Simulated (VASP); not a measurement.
VASP runs on Ge2Mo (space group I4/mcm) share one base input (PBE GGA, plane waves, VASP's PBE PAW potentials (set 64)) and change the settings named in each case.

**INCAR**
```
LWAVE  =  F
ISMEAR  =  -1   # Fermi-Dirac
ALGO  =  Normal   # blocked Davidson
ENCUT  =  300
PREC  =  Accurate
LMAXMIX  =  4
LASPH  =  T   # aspherical one-centre terms
SYSTEM  =  Ge2Mo
LCHARG  =  F
NELM  =  100   # most electronic steps
SIGMA  =  0.1
ISIF  =  2   # forces and stress, cell fixed
EDIFF  =  1E-6
GGA  =  PE   # PBE
LREAL  =  F   # projection in real space or not
```

### POSCAR
```
Ge2Mo
1
   -3.3517970000     3.3517970000     2.6969760000
    3.3517970000    -3.3517970000     2.6969760000
    3.3517970000     3.3517970000    -2.6969760000
Ge Mo
4 2
Direct
  0.1580000000   0.6580000000   0.8160000000
  0.3420000000   0.1580000000   0.5000000000
  0.6580000000   0.8420000000   0.5000000000
  0.8420000000   0.3420000000   0.1840000000
  0.7500000000   0.7500000000   0.0000000000
  0.2500000000   0.2500000000   0.0000000000
```

KPOINTS:
```
Automatic
0
Gamma
3 3 3
0 0 0
```

POTCAR, in this order: Ge_d Mo_sv (PBE.64 set). Program: vasp_std.

```csv
change,E(σ→0) (eV/atom),pressure (GPa),largest force (eV/Å),−TS (eV)
base run,-6.4473,-16.37,0.241,-0.1401
"GGA removed, POTCAR Ge_d Mo_sv (LDA.64 set)",-7.2081,-22.24,0.117,-0.1434
"GGA_COMPAT = .FALSE., LNONCOLLINEAR = .TRUE., LSORBIT = .TRUE., MAGMOM = 0.0 0.0 0.0 0.0 0.0 0.0 0.0 0.0 0.0 0.0 0.0 0.0 0.0 0.0 0.0 0.0 0.0 0.0, program vasp_ncl",-6.4885,-16.33,0.238,-0.1390
KPOINTS 1×1×1 Γ-centred mesh,-5.7386,-13.16,2.488,-0.4762
```
 Energies of different potentials or functionals have different zeros.  At 300 eV the pressure can carry a Pulay error.

Left out are runs that ran out of time, are held back, or changed the cell or the kind of run, fixed moments of cells without a moment, rows past the twelfth, gaps on odd meshes, pressures of charged cells and columns that move by less than the noise.

The structure was generated: Ge2Mo was put into an ordered model structure, which need not be its known phase. The cell was not relaxed at this level, forces remain on its atoms.
